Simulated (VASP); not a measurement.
All values below come from r2SCAN meta-GGA, VASP's PBE PAW potentials (set 64) (plane waves; VASP 6.6.1).

Input for VASP

### POSCAR
```
Tl3VSe4
1
   -3.9003549668     3.9003549668     3.9003549668
    3.9003549668    -3.9003549668     3.9003549668
    3.9003549668     3.9003549668    -3.9003549668
V Tl Se
1 3 4
Direct
  0.0000000000   0.0000000000   0.0000000000
  0.5000000000   0.5000000000   0.0000000000
  0.0000000000   0.5000000000   0.5000000000
  0.5000000000   0.0000000000   0.5000000000
  0.6622452838   0.6622452838   0.6622452838
  0.3377547162   0.0000000000   0.0000000000
  0.0000000000   0.0000000000   0.3377547162
  0.0000000000   0.3377547162   0.0000000000
```

File KPOINTS:
```
kpoints
0
G
  4 4 4
```

INCAR:
```
! general
SYSTEM  = Tl3VSe4
PREC    = Accurate
ENCUT   = 400   ! plane-wave cut-off (eV)
LREAL   = .False.
LASPH   = .True.   ! aspherical one-centre terms

! electronic loop
EDIFF   = 1E-6   ! SCF stop (eV)
NELM    = 100   ! most electronic steps
ALGO    = Normal   ! blocked Davidson
LMAXMIX = 4
LMIXTAU = .True.

! smearing
ISMEAR  = 0   ! Gaussian
SIGMA   = 0.05   ! width (eV)

! functional
METAGGA = R2SCAN

! ions
IBRION  = 2   ! conjugate gradients
NSW     = 60   ! most ionic steps
ISIF    = 3   ! ions, shape and volume
EDIFFG  = -0.02   ! ionic stop

! output
LWAVE   = .False.
LCHARG  = .False.
```

POTCAR, in this order: V_sv Tl_d Se (PBE.64 set). Program: vasp_std.

What VASP printed:

### OSZICAR
```
       N       E                     dE             d eps       ncg     rms          rms(c)
DAV:   1     0.242726775642E+03    0.24273E+03   -0.33111E+04   832   0.129E+03
DAV:   2    -0.224854736381E+03   -0.46758E+03   -0.45614E+03   832   0.314E+02
DAV:   3    -0.258153044763E+03   -0.33298E+02   -0.32965E+02   841   0.727E+01
DAV:   4    -0.258839909310E+03   -0.68686E+00   -0.68507E+00   819   0.102E+01
DAV:   5    -0.258851709893E+03   -0.11801E-01   -0.11794E-01   931   0.135E+00    0.251E+01
DAV:   6    -0.253052023499E+03    0.57997E+01   -0.75276E+01   904   0.477E+01    0.373E+01
DAV:   7    -0.240731550023E+03    0.12320E+02   -0.60016E+01   885   0.524E+01    0.114E+01
DAV:   8    -0.235574434238E+03    0.51571E+01   -0.83655E+00   799   0.102E+01    0.613E+00
DAV:   9    -0.236019443771E+03   -0.44501E+00   -0.22179E+00   832   0.653E+00    0.156E+00
DAV:  10    -0.236118450923E+03   -0.99007E-01   -0.34481E-01   743   0.246E+00    0.717E-01
DAV:  11    -0.236100544430E+03    0.17906E-01   -0.15585E-01   740   0.216E+00    0.734E-01
DAV:  12    -0.236158395148E+03   -0.57851E-01   -0.83682E-02   750   0.154E+00    0.172E-01
DAV:  13    -0.236171277753E+03   -0.12883E-01   -0.20887E-02   789   0.619E-01    0.111E-01
DAV:  14    -0.236172648174E+03   -0.13704E-02   -0.28741E-03   776   0.281E-01    0.982E-02
DAV:  15    -0.236173014571E+03   -0.36640E-03   -0.85370E-04   826   0.151E-01    0.394E-02
DAV:  16    -0.236173316755E+03   -0.30218E-03   -0.45070E-04   766   0.106E-01    0.188E-02
DAV:  17    -0.236173374302E+03   -0.57547E-04   -0.31171E-05   775   0.338E-02    0.161E-02
DAV:  18    -0.236173370097E+03    0.42043E-05   -0.34596E-05   836   0.273E-02    0.840E-03
DAV:  19    -0.236173408443E+03   -0.38346E-04   -0.87696E-06   674   0.220E-02    0.703E-03
DAV:  20    -0.236173402937E+03    0.55066E-05   -0.12786E-06   474   0.778E-03    0.296E-03
DAV:  21    -0.236173408647E+03   -0.57102E-05   -0.70952E-07   408   0.557E-03    0.822E-04
DAV:  22    -0.236173407767E+03    0.87974E-06   -0.83316E-08   390   0.156E-03
   1 F= -.23617341E+03 E0= -.23617341E+03  d E =-.236173E+03
       N       E                     dE             d eps       ncg     rms          rms(c)
DAV:   1    -0.236182962247E+03   -0.95536E-02   -0.16838E-01   797   0.277E+00    0.873E-01
DAV:   2    -0.236199301705E+03   -0.16339E-01   -0.16811E-01   874   0.231E+00    0.144E+00
DAV:   3    -0.236174114630E+03    0.25187E-01   -0.88006E-02   882   0.152E+00    0.192E-01
DAV:   4    -0.236173600689E+03    0.51394E-03   -0.40015E-03   758   0.329E-01    0.108E-01
DAV:   5    -0.236173587971E+03    0.12717E-04   -0.40936E-04   834   0.110E-01    0.561E-02
DAV:   6    -0.236173535998E+03    0.51973E-04   -0.28395E-04   745   0.958E-02    0.147E-02
DAV:   7    -0.236173650604E+03   -0.11461E-03   -0.86478E-05   735   0.558E-02    0.544E-03
DAV:   8    -0.236173647229E+03    0.33744E-05   -0.62681E-06   726   0.155E-02    0.155E-03
DAV:   9    -0.236173652776E+03   -0.55462E-05   -0.44960E-06   671   0.131E-02    0.135E-03
DAV:  10    -0.236173652733E+03    0.42721E-07   -0.25736E-07   375   0.314E-03
   2 F= -.23617365E+03 E0= -.23617365E+03  d E =-.244966E-03
       N       E                     dE             d eps       ncg     rms          rms(c)
DAV:   1    -0.236173866553E+03   -0.21378E-03   -0.37455E-03   805   0.412E-01    0.130E-01
DAV:   2    -0.236174219616E+03   -0.35306E-03   -0.36567E-03   882   0.338E-01    0.219E-01
DAV:   3    -0.236173667006E+03    0.55261E-03   -0.21312E-03   882   0.233E-01    0.308E-02
DAV:   4    -0.236173655337E+03    0.11669E-04   -0.95936E-05   743   0.511E-02    0.161E-02
DAV:   5    -0.236173655497E+03   -0.15938E-06   -0.87550E-06   772   0.166E-02
   3 F= -.23617366E+03 E0= -.23617366E+03  d E =-.247730E-03
       N       E                     dE             d eps       ncg     rms          rms(c)
DAV:   1    -0.236174749641E+03   -0.10943E-02   -0.22540E-02   788   0.887E-01    0.272E-01
DAV:   2    -0.236177445881E+03   -0.26962E-02   -0.23925E-02   882   0.838E-01    0.576E-01
DAV:   3    -0.236173832313E+03    0.36136E-02   -0.12223E-02   882   0.565E-01    0.542E-02
DAV:   4    -0.236173803463E+03    0.28850E-04   -0.40996E-04   758   0.922E-02    0.346E-02
DAV:   5    -0.236173801189E+03    0.22739E-05   -0.25576E-05   854   0.272E-02    0.189E-02
DAV:   6    -0.236173793386E+03    0.78031E-05   -0.17988E-05   681   0.246E-02    0.217E-03
DAV:   7    -0.236173801510E+03   -0.81240E-05   -0.73744E-06   671   0.155E-02    0.214E-03
DAV:   8    -0.236173801120E+03    0.38970E-06   -0.51779E-07   385   0.402E-03
   4 F= -.23617380E+03 E0= -.23617380E+03  d E =-.145623E-03
```

**OUTCAR**
```
------------------------ aborting loop because EDIFF is reached ----------------------------------------
  FORCE on cell =-STRESS in cart. coord.  units (eV):
  Direction    XX          YY          ZZ          XY          YZ          ZX
  --------------------------------------------------------------------------------------
  Total       -0.0019107     -0.0019107     -0.0019107     -0.0000000      0.0000000      0.0000000
  in kB       -0.0128502     -0.0128502     -0.0128502     -0.0000000      0.0000000      0.0000000
  external PRESSURE =      -0.0128502 kB  Pullay stress =       0.0000000 kB
  volume of cell :      238.23
      direct lattice vectors                 reciprocal lattice vectors
    -3.905213118  3.905213118  3.905213118     0.000000000  0.128033986  0.128033986
     3.905213118 -3.905213118  3.905213118     0.128033986  0.000000000  0.128033986
     3.905213118  3.905213118 -3.905213118     0.128033986  0.128033986  0.000000000
 POSITION                                       TOTAL-FORCE (eV/Angst)
 -----------------------------------------------------------------------------------
     -3.90521      3.90521      3.90521         0.000000      0.000000     -0.000000
      0.00000      0.00000      3.90521         0.000000      0.000000     -0.000000
      0.00000      3.90521      3.90521         0.000000      0.000000     -0.000000
      0.00000      3.90521      0.00000         0.000000      0.000000     -0.000000
      2.58711      2.58711      2.58711         0.009920      0.009920      0.009920
     -1.31811      1.31811      1.31811         0.009920     -0.009920     -0.009920
      1.31811      1.31811     -1.31811        -0.009920     -0.009920      0.009920
      1.31811      6.49232      1.31811        -0.009920      0.009920     -0.009920
 -----------------------------------------------------------------------------------
    total drift:                                0.000019      0.000019      0.000028
  FREE ENERGIE OF THE ION-ELECTRON SYSTEM (eV)
  ---------------------------------------------------
  free  energy   TOTEN  =      -236.1738011200 eV

  energy  without entropy=     -236.1738011200  energy(sigma->0) =     -236.17380112

 reached required accuracy - stopping structural energy minimisation
```
(Selected blocks of OUTCAR.)

**CONTCAR**
```
Tl3VSe4
   1.00000000000000
    -3.9052131183411496    3.9052131183411496    3.9052131183411496
     3.9052131183411496   -3.9052131183411496    3.9052131183411496
     3.9052131183411496    3.9052131183411496   -3.9052131183411496
  V               Tl              Se
     1     3     4
Direct
     1.0000000000000000    0.0000000000000000    0.0000000000000000
     0.5000000000000000    0.5000000000000000    0.0000000000000000
     1.0000000000000000    0.5000000000000000    0.5000000000000000
     0.5000000000000000    0.0000000000000000    0.5000000000000000
     0.6624751968337590    0.6624751968337590    0.6624751968337590
     0.3375248031662409    0.0000000000000000    0.0000000000000000
     0.0000000000000000    0.0000000000000000    0.3375248031662409
     1.0000000000000000    0.3375248031662409    1.0000000000000000
```

OUTCAR:
```
 val. band max:        2.2945964322   @ k =   0.5000   0.5000   0.5000

 cond. band min:       4.1095835430   @ k =   0.5000   0.0000   0.0000


 Fermi energy:         2.6467600590

 k-point     1 :       0.0000    0.0000    0.0000
  band No.  band energies     occupation
      1     -64.1084      2.00000
      2     -36.8505      2.00000
      3     -36.8504      2.00000
      4     -36.8504      2.00000
      5     -10.2292      2.00000
      6      -9.4971      2.00000
      7      -9.4971      2.00000
      8      -9.4971      2.00000
      9      -8.2731      2.00000
     10      -8.2731      2.00000
     11      -8.1295      2.00000
     12      -8.1295      2.00000
     13      -8.1295      2.00000
     14      -8.1067      2.00000
     15      -8.1067      2.00000
     16      -8.1067      2.00000
     17      -8.1031      2.00000
     18      -8.0614      2.00000
     19      -8.0614      2.00000
     20      -8.0402      2.00000
     21      -7.9774      2.00000
     22      -7.9774      2.00000
     23      -7.9774      2.00000
     24      -2.3716      2.00000
     25      -2.1026      2.00000
     26      -2.1026      2.00000
     27      -0.0898      2.00000
     28      -0.0898      2.00000
     29      -0.0898      2.00000
     30       0.3319      2.00000
     31       0.5177      2.00000
     32       0.5177      2.00000
     33       0.5177      2.00000
     34       0.7529      2.00000
     35       0.7529      2.00000
     36       0.7529      2.00000
     37       1.6721      2.00000
     38       1.6721      2.00000
     39       4.7927      0.00000
     40       4.7927      0.00000
     41       4.9157      0.00000
     42       4.9157      0.00000
     43       4.9157      0.00000
     44       6.8386      0.00000
     45       6.8386      0.00000

 k-point     2 :       0.2500    0.0000    0.0000
  band No.  band energies     occupation
      1     -64.1086      2.00000
      2     -36.8507      2.00000
      3     -36.8506      2.00000
...
```

Unless said otherwise, spin-orbit coupling is left out, though it shifts the bands of the heavy elements here.

The structure comes from a computed database's Tl3VSe4 entry (I-43m); how it stands against other phases isn't given here. This run relaxes it. Symmetry was kept, so distortions that lower it aren't found. The start is the result of an earlier pass. The run is not spin-polarised, so no magnetic state was tried.
